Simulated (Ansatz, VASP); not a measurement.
# Be3C: VASP beside Ansatz

One calculation is typed for both programs; each brings its own data sets and cutoff. How far apart do they land? The cell is generated by rule, not measured, and may not be a known phase. The cell is taken from a series of VASP runs on this material, whose earlier steps may have relaxed, scaled or displaced it; both programs get it as it stands.

Method: plane waves, with VASP 6.6.1 beside it; single point at PBE, in Ansatz 0.2.0.

## Step 1: The structure

It takes space group I-4m2 (No. 119, tetragonal). Conventional cell: a = 4.100 Å, b = 4.100 Å, c = 5.164 Å, α = 90.00°, β = 90.00°, γ = 90.00°. Nearest to Be lie 1 C at 1.62 Å and 3 Be at 1.92 to 2.08 Å. Nearest to Be lie 4 Be at 2.08 Å. Nearest to C lie 2 Be at 1.62 Å. Farther neighbours are not listed.

Structure file:

```xyz
4
Lattice="-2.0501 2.0501 2.5822 2.0501 -2.0501 2.5822 2.0501 2.0501 -2.5822" Properties=species:S:1:pos:R:3 pbc="T T T"
Be    0.0000    2.0501    0.3300
Be    0.0000    2.0501    2.2522
Be    0.0000    0.0000    2.5822
C     2.0501    0.0000    1.2911
```

## Step 2: VASP: single point, PBE

With cell and atoms fixed, the geometry can't cause a difference; cores, projectors, grids and the points listed under the comparison can.

Lines of VASP's logs that name or quote its potential files are left out, and so is its time.

Input file INCAR:

```
SYSTEM = Be3C
PREC = Accurate
ENCUT = 520
EDIFF = 1E-06
NELM = 100
ISMEAR = -1
SIGMA = 0.05
LREAL = .FALSE.
ALGO = Normal
GGA = PE
NBANDS = 11
LORBIT = 11
LWAVE = .FALSE.
LCHARG = .TRUE.
ISIF = 2
LELF = .TRUE.
LVHAR = .TRUE.
```

Input file POSCAR:

```
Be3C
1.0
   -2.0500960598      2.0500960598      2.5821694857
    2.0500960598     -2.0500960598      2.5821694857
    2.0500960598      2.0500960598     -2.5821694857
Be C
3 1
Direct
    0.5638903757      0.0638903757      0.5000000000
    0.9361096243      0.4361096243      0.5000000000
    0.5000000000      0.5000000000      0.0000000000
    0.2500000000      0.7500000000      0.5000000000
```

Input file KPOINTS:

```
Automatic mesh
0
Gamma
8 8 8
0 0 0
```

The projector-augmented-wave data sets are Be and C (PBE family, release 64).

The run is started by

```sh
> mpirun -np 2 vasp_std
```

Numbers of over 12 decimals in the logs are rounded to 6 here.

Output:

```text
[banner, memory and clock lines left out]
running    2 mpi-ranks, on    1 nodes
 distrk:  each k-point on    2 cores,    1 groups
 distr:  one band on    1 cores,    2 groups

 POSCAR found type information on POSCAR BeC
 POSCAR found :  2 types and       4 ions
 LDA part: xc-table for (Slater+PW92), standard interpolation
|                                                                             |
|           W    W    AA    RRRRR   N    N  II  N    N   GGGG   !!!           |
|           W    W   A  A   R    R  NN   N  II  NN   N  G    G  !!!           |
|           W    W  A    A  R    R  N N  N  II  N N  N  G       !!!           |
|           W WW W  AAAAAA  RRRRR   N  N N  II  N  N N  G  GGG   !            |
|           WW  WW  A    A  R   R   N   NN  II  N   NN  G    G                |
|           W    W  A    A  R    R  N    N  II  N    N   GGGG   !!!           |
|                                                                             |
|     The number of bands has been changed from the values supplied in        |
|     The orbitals not found in the WAVECAR file will be initialized with     |
|     random numbers, which is usually adequate. For correlated               |
|     calculations, however, you should redo the groundstate calculation.     |
|     I found NBANDS = 11. Now, NBANDS = 12.                                  |
|                                                                             |

 POSCAR, INCAR and KPOINTS ok, starting setup
 FFT: planning ... GRIDC
 FFT: planning ... GRID_SOFT
 FFT: planning ... GRID
 WAVECAR not read
 entering main loop
       N       E                     dE             d eps       ncg     rms          rms(c)
DAV:   1     0.122557408014E+02    0.12256E+02   -0.43482E+03  1416   0.702E+02
DAV:   2    -0.151403219246E+02   -0.27396E+02   -0.25955E+02  1868   0.125E+02
DAV:   3    -0.168830341067E+02   -0.17427E+01   -0.17188E+01  1772   0.281E+01
DAV:   4    -0.169030896746E+02   -0.20056E-01   -0.20051E-01  1596   0.360E+00
DAV:   5    -0.169032611785E+02   -0.17150E-03   -0.17150E-03  1820   0.322E-01    0.593E+00
DAV:   6    -0.158225102060E+02    0.10808E+01   -0.57218E+00  1608   0.959E+00    0.298E+00
DAV:   7    -0.156582272103E+02    0.16428E+00   -0.53729E-01  1632   0.403E+00    0.165E+00
DAV:   8    -0.155979112428E+02    0.60316E-01   -0.15571E-01  1684   0.225E+00    0.247E-01
DAV:   9    -0.155968728875E+02    0.10384E-02   -0.14877E-02  1668   0.646E-01    0.113E-01
DAV:  10    -0.155969105069E+02   -0.37619E-04   -0.12313E-03  1648   0.207E-01    0.343E-02
DAV:  11    -0.155969410767E+02   -0.30570E-04   -0.94754E-05  1596   0.617E-02    0.143E-02
DAV:  12    -0.155969457848E+02   -0.47081E-05   -0.11008E-05  1592   0.194E-02    0.495E-03
DAV:  13    -0.155969467299E+02   -0.94511E-06   -0.14142E-06  1520   0.692E-03
   1 F= -.15596947E+02 E0= -.15592175E+02  d E =-.954256E-02
```

From OUTCAR (step 2):

```text
ion  position               nearest neighbor table
   1  0.564  0.064  0.500-   4 1.62   2 1.92   3 2.08   3 2.08
   2  0.936  0.436  0.500-   4 1.62   1 1.92   3 2.08   3 2.08
   3  0.500  0.500  0.000-   1 2.08   2 2.08   1 2.08   2 2.08
   4  0.250  0.750  0.500-   1 1.62   2 1.62

  LATTYP: Found a body centered tetragonal cell.
 ALAT       =     4.1001921196
 C/A-ratio  =     1.2595358512

 Subroutine GETGRP returns: Found  8 space group operations
 (whereof  8 operations were pure point group operations)

The static configuration has the point symmetry D_2d.

 Found     59 irreducible k-points:

   k-points           NKPTS =     59   k-points in BZ     NKDIM =     59   number of bands    NBANDS=     12

   dimension x,y,z NGX =    30 NGY =   30 NGZ =   30
   dimension x,y,z NGXF=    60 NGYF=   60 NGZF=   60

   ENCUT  =  520.0 eV  38.22 Ry    6.18 a.u.   7.22  7.22  7.22*2*pi/ulx,y,z

   NELECT =      10.0000    total number of electrons

 k-points in reciprocal lattice and weights: Automatic mesh
   0.00000000  0.00000000  0.00000000       0.002
   0.12500000  0.00000000  0.00000000       0.016
   0.25000000  0.00000000  0.00000000       0.016
   0.37500000  0.00000000 -0.00000000       0.016
   0.50000000  0.00000000  0.00000000       0.008
   0.12500000  0.12500000  0.00000000       0.016
   0.25000000  0.12500000  0.00000000       0.031
   0.37500000  0.12500000 -0.00000000       0.031
   0.50000000  0.12500000  0.00000000       0.031
[...]
-0.37500000 -0.37500000  0.37500000       0.004
   0.50000000  0.50000000  0.50000000       0.002

 average (electrostatic) potential at core
       1 -35.5330       2 -35.5330       3 -36.9142       4 -51.3349

 E-fermi :   3.6875

 k-point     1 :       0.0000    0.0000    0.0000
  band No.  band energies     occupation
      1      -8.2248      2.00000
      2       0.4625      2.00000
      3       0.5000      2.00000
      4       2.5367      2.00000
      5       2.5367      2.00000
      6       4.5018      0.00000
      7       4.5018      0.00000
      8       7.7883      0.00000
      9       8.4551      0.00000
     10       8.4551      0.00000
    ...

 k-point     2 :       0.1250    0.0000    0.0000
  band No.  band energies     occupation
      1      -8.1072      2.00000
      2      -0.2685      2.00000
      3       0.6773      2.00000
      4       2.2128      2.00000
      5       2.5889      2.00000
      6       4.6663      0.00000
      7       4.6980      0.00000
      8       7.2930      0.00000
      9       8.4883      0.00000
     10       8.8255      0.00000
    ...

 k-point     3 :       0.2500    0.0000    0.0000
  band No.  band energies     occupation
      1      -7.7850      2.00000
      2      -1.4064      2.00000
      3       0.6496      2.00000
      4       1.6846      2.00000
      5       2.6720      2.00000
      6       4.7126      0.00000
      7       4.7167      0.00000
      8       7.1779      0.00000
      9       9.1291      0.00000
     10       9.1855      0.00000
    ...

  Total        0.0481259      0.0481259      0.1551477      0.0000000      0.0000000      0.0000000
  in kB        1.7762172      1.7762172      5.7261520      0.0000000      0.0000000      0.0000000
  external PRESSURE =       3.0928621 kB  Pullay stress =       0.0000000 kB

  energy-cutoff  :      520.00
  volume of cell :       43.41
      direct lattice vectors                 reciprocal lattice vectors
    -2.050096060  2.050096060  2.582169486     0.000000000  0.243891011  0.193635624
     2.050096060 -2.050096060  2.582169486     0.243891011  0.000000000  0.193635624
     2.050096060  2.050096060 -2.582169486     0.243891011  0.243891011  0.000000000

 POSITION                                       TOTAL-FORCE (eV/Angst)
 -----------------------------------------------------------------------------------
      0.00000      2.05010      0.32995        -0.000000      0.000000     -0.032723
     -0.00000      2.05010      2.25222        -0.000000      0.000000      0.032723
      0.00000      0.00000      2.58217         0.000000     -0.000000     -0.000000
      2.05010     -0.00000      1.29108         0.000000     -0.000000     -0.000000
 -----------------------------------------------------------------------------------
    total drift:                               -0.000000      0.000000     -0.000000

  FREE ENERGIE OF THE ION-ELECTRON SYSTEM (eV)
  ---------------------------------------------------
  free  energy   TOTEN  =       -15.5969467299 eV

  energy  without entropy=      -15.5874041651  energy(sigma->0) =      -15.59217545

 total charge
# of ion       s       p       d       tot
------------------------------------------
    1        0.523   0.755   0.000   1.277
    2        0.523   0.755   0.000   1.277
    3        0.388   0.518   0.000   0.906
    4        0.939   1.354   0.000   2.293
--------------------------------------------------
tot          2.373   3.381   0.000   5.754

[... 3 further parts left out ...]
```

The run ends at a pressure of 0.31 GPa, with forces up to 0.033 eV/Å.

## Step 3: Ansatz: single point, PBE

Ansatz runs on its default PAW (the set named soft_2) files.

The same cell, functional, mesh and smearing now go to Ansatz, which takes its cutoff from its data sets.

Input file input.yaml:

```yaml
crystal:
  lattice:
    - [-2.0500960598, 2.0500960598, 2.5821694857]
    - [2.0500960598, -2.0500960598, 2.5821694857]
    - [2.0500960598, 2.0500960598, -2.5821694857]
  atoms:
    - { symbol: Be, position: [0.5638903757, 0.0638903757, 0.5] }
    - { symbol: Be, position: [0.9361096243, 0.4361096243, 0.5] }
    - { symbol: Be, position: [0.5, 0.5, 0.0] }
    - { symbol: C, position: [0.25, 0.75, 0.5] }
hamiltonian:
  xc: pbe
  pseudopotentials: { kind: paw }
kpoints:
  mp_grid: { grid: [8, 8, 8] }
scf:
  occupations: { method: fermi_dirac, width: 0.05 }
  n_extra_bands: 5
output:
  forces: true
  stress: true
  eigenvalues: true
  write_density: true
  write_potential: true
  elf: true
  volumetric_format: npy
```

The run is started by

```sh
> ansatz run input.yaml --threads 2 --pin off --max-ram 4608MiB --backend cpu --events-out ev --progress --plain --runs-dir out
```

Output:

```text
scf.n_extra_bands = 5 over 5 filled bands (N_el = 10.0): the run solves 10 bands
Engine: ansatz 0.2.0, x86_64-unknown-linux-gnu
Pseudopotentials: kind: paw
Pseudopotential: Be, paw, valence charge 2, recommended cutoff 420 eV (normal), Be.paw.azcp
Pseudopotential: C, paw, valence charge 4, recommended cutoff 420 eV (normal), C.paw.azcp
Functional definition: PBE
  parameter kappa = 0.804
  parameter beta = 0.066725
  exchange = pbe_x(kappa = kappa, mu = beta*pi^2/3)
  correlation = pbe_c(beta = beta)
Crystal: 4 atoms, lattice volume = 43.410 Å³
Basis set: ecut = 420 eV, 861 PW (Γ), exchange–correlation on 54×54×54 points (8 copies of the dense FFT grid, shifted against one another)
Bands: 10, of which v1, the nominal top of the filled ones, is band 5 counted from 1 (4 counted from 0)
Symmetry: 8 space group operations
Space group: I-4m2 (ITA 119), of the structure as read, at distance tolerance 3.5e-5 Å
k-points: 59 of 512 (time reversal used)
Non-local potential: Be, projectors of the file, l = 0: 2, l = 1: 2, l = 2: 1
Non-local potential: C, projectors of the file, l = 0: 2, l = 1: 2, l = 2: 1
PAW form: soft (Blöchl's): semilocal exchange-correlation on the pseudo side does not see the compensation charge
PAW one-centre angular grid: Be, 110 points (default); XC on 64 Gauss nodes
PAW one-centre angular grid: C, 110 points (default); XC on 64 Gauss nodes
Initial density: superposition of atomic densities (neutral atoms: chi_scale 0, normalization atom), corrected by the library's trained network
Initial wavefunctions: pseudopotential atomic-orbital guess
Functional: x = pbe(κ = 0.804, μ = 0.219515), c = pbe(β = 0.066725)
SCF iter   1: F=—  HF=-524.331560 eV  |F-HF|=—  |Δ(HF+E_count)|=         —  Δρ=9.73e-3  dr2=8.12e-2  ethr=1.77e-3  ⟨swp⟩=5.8  Hψ=4261  notcnv=0
preconditioner: auto → none  [metal: Δε(μ)=0.044 eV  Ē_g=8.832 eV  σ=0.050 eV  W_gap=0.21  n_scr=8 (ndim 8)  ℏωp=17.8 eV  f_vac=0.000  D(μ)=1.22/eV (n_scr^D=12)  sad-step TF]
SCF iter   2: F=—  HF=-524.321128 eV  |F-HF|=—  |Δ(HF+E_count)|=   1.04e-2  Δρ=6.34e-3  dr2=3.45e-2  ethr=8.12e-4  ⟨swp⟩=1.0  Hψ=1062  notcnv=0
SCF iter   3: F=—  HF=-524.313413 eV  |F-HF|=—  |Δ(HF+E_count)|=   7.72e-3  Δρ=4.98e-4  dr2=1.18e-4  ethr=3.45e-4  ⟨swp⟩=2.6  Hψ=981  notcnv=0
SCF iter   4: F=—  HF=-524.313390 eV  |F-HF|=—  |Δ(HF+E_count)|=   2.28e-5  Δρ=1.47e-4  dr2=1.06e-5  ethr=1.18e-6  ⟨swp⟩=2.3  Hψ=857  notcnv=0  defer=1
SCF iter   5: F=—  HF=-524.313376 eV  |F-HF|=—  |Δ(HF+E_count)|=   1.36e-5  Δρ=2.32e-5  dr2=1.43e-7  ethr=1.06e-7  ⟨swp⟩=2.1  Hψ=843  notcnv=0  defer=1
SCF iter   6: F=-524.313376 eV  HF=-524.313376 eV  |F-HF|=3.15e-10  |Δ(HF+E_count)|=   9.65e-8  Δρ=3.20e-6  dr2=4.17e-9  ethr=1.00e-9  ⟨swp⟩=9.1  Hψ=3471  notcnv=0
SCF 1 converged in 6 iterations: F = -524.313376 eV  dr2 = 4.17e-9
  greatest PAW one-centre occupation: 0.701 electrons in one spin orbital (limit 2), on the C atom at site 3 (counted from 0), in its partial waves of l = 0
SCF converged after 6 iterations
Free energy (F): -524.313376 eV
Harris-Foulkes:  -524.313376 eV  (|F-HF|=3.15e-10)
Internal energy: -524.303794 eV  (E = F + TS)
E sigma→0 (E₀):  -524.308585 eV
Entropy (-TS):   -0.009583 eV (-2.396 meV/atom)
Fermi energy:    4.756583 eV
--- Per-component energies (eV) ---
  E_band       = -2.005279
  E_kinetic    = 139.302797
  E_local      = -141.883794  (includes V_loc(G=0)·N_el)
  E_nonlocal   = 43.632612
  E_hartree    = 41.290943
  E_xc         = -102.652204
  E_vxc        = -115.604210  (∫ρ·V_xc dr)
  E_paw        = -277.299846  (= ΣΔE_a)
  E_vpaw       = -10.034366  (= ΣTr[D̂ρ^β])
  E_aug_tail   = 0.000003  (compensation charges beyond the density's cutoff)
  E_ewald      = -226.694306
  E_smearing   = -0.009583  (= −TS)
  E_closure    = 0.000000  (closes the sum)
  Σ components = -524.313376   (vs F -524.313376, Δ=0.00e0)
--- Forces (eV/Å), atoms counted from 1 ---
  atom   1  Be    -0.00000000    -0.00000000    -0.07935579
  atom   2  Be     0.00000000     0.00000000     0.07935579
  atom   3  Be     0.00000000     0.00000000     0.00000000
  atom   4  C     -0.00000000    -0.00000000     0.00000000
  max |Σ_I F_I| component: 4.51e-17 eV/Å
--- Stress (GPa, compression-positive) ---
        0.157020       0.000000       0.000000
        0.000000       0.157020       0.000000
        0.000000       0.000000       0.129905
  P = ⅓ Tr σ = 0.1480 GPa (1.480 kbar)
--- Band table (eV; the first three rows and the last of 59) ---
  k-point 0: bands = ["-7.1551", "1.5107", "1.5644", "3.6079", "3.6079", "5.5740", "5.5740", "8.8587", "9.5206", "9.5206"]
  k-point 1: bands = ["-7.0090", "0.9680", "1.1864", "3.6495", "3.6790", "5.7034", "5.8203", "8.4449", "8.5150", "10.8124"]
  k-point 2: bands = ["-6.6091", "-0.0282", "0.6410", "3.0285", "3.3660", "5.6864", "6.6554", "8.3585", "8.7144", "11.5147"]
  k-point 58: bands = ["-5.5585", "-1.3856", "0.4075", "0.4075", "2.2928", "6.3905", "9.3513", "9.3513", "10.0853", "12.3521"]
```

Elapsed: 1.3 s, on 2 threads of Intel Xeon 6975P-C (Granite Rapids), shared host; peak memory 0.39 GiB.

The column dr2 measures how far the density is from self-consistency, as an energy; F and HF (Harris–Foulkes) agree once it is small.

The run ends at a pressure of 0.15 GPa, with forces up to 0.079 eV/Å.

## Step 4: Differences

Known differences besides the potentials themselves: the cutoff is 420 eV in Ansatz and 520 eV in VASP; VASP leaves aspherical gradient terms in its spheres out (LASPH is not set), Ansatz keeps them. Total energies have different zeros and are not compared.

The two programs side by side:

```tsv
quantity	Ansatz	VASP	difference
pressure (GPa)	0.15	0.31	-0.16
pressure without Ansatz's Pulay correction (GPa)	0.02	0.31	-0.29
```

At this near-relaxed geometry the largest component of a force difference is 47 meV/Å. Ansatz's pressure holds a Pulay correction of 0.13 GPa; VASP's holds none.

## Step 5: What the set-up changes

Further runs change the set-up of one program: Ansatz's method, potentials or start, or VASP's data sets, cutoff or form of LDA. The table gives Ansatz less VASP for each quantity, since a change that brings one quantity closer may part another.

```tsv
run	r.m.s. force difference (meV/Å)	pressure (GPa)
as above	19	-0.16
Ansatz's larger PAW set (cutoff 1007 eV)	21	-0.20
norm-conserving potentials (cutoff 1800 eV)	13	0.0073
```

## Step 6: Summary of results

```
r.m.s. force difference (single point, PBE) : 19 meV/Å
```

**Reading.** The r.m.s. force difference is 19 meV/Å (single point, PBE), beyond the 12 meV/Å picked in this series as the mark of a large difference. Single point, PBE, Ansatz's larger PAW set (cutoff 1007 eV): the difference in pressure goes from -0.16 to -0.20 GPa. Single point, PBE, norm-conserving potentials (cutoff 1800 eV): r.m.s. force difference goes from 19 to 13 meV/Å; the difference in pressure goes from -0.16 to 0.0073 GPa. Such differences can come from data sets, numerical settings and the points named under the comparisons, not from the functional's error against experiment.

[Lines on the potential files, build, host, timing and source positions are cut from VASP's logs without a mark.]

[Logs are printed without paths, hosts, clocks, repeated set-up lines and the standing remarks that a program may print on its own settings, such as how far it seeks lower states.]

[Hosts, paths, dates, database ids (printed as entryN), source tags and the programs' standing remarks are cut or masked in the printed files.]
